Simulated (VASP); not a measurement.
```xyz
6
Lattice="3.6222 0.0000 0.0000 0.0000 3.6222 0.0000 0.0000 0.0000 5.2756" Properties=species:S:1:pos:R:3 pbc="T T T"
Zr     0.0000     0.0000     0.0000
Zr     1.8111     1.8111     2.6378
O      0.0000     1.8111     1.0233
O      0.0000     1.8111     3.6611
O      1.8111     0.0000     1.6146
O      1.8111     0.0000     4.2524
```

These are PBE GGA, VASP's PBE PAW potentials (set 64) (plane waves; VASP) values and carry that method's errors. Numerical set-up: 500 eV cut-off, 6×6×4 Γ-centred mesh, Gaussian smearing of 0.050 eV, potentials Zr_sv O.

### Question
Estimate the energy per atom (σ→0).

### Answer

```yaml
energy per atom (σ→0): -9.557 eV/atom
```

The absolute energy has meaning only against runs of the same code, potentials and settings.

The structure was generated: ZrO2 was put into the tetragonal-ZrO2 type (P4_2/nmc), which need not be its known phase. It was relaxed first.
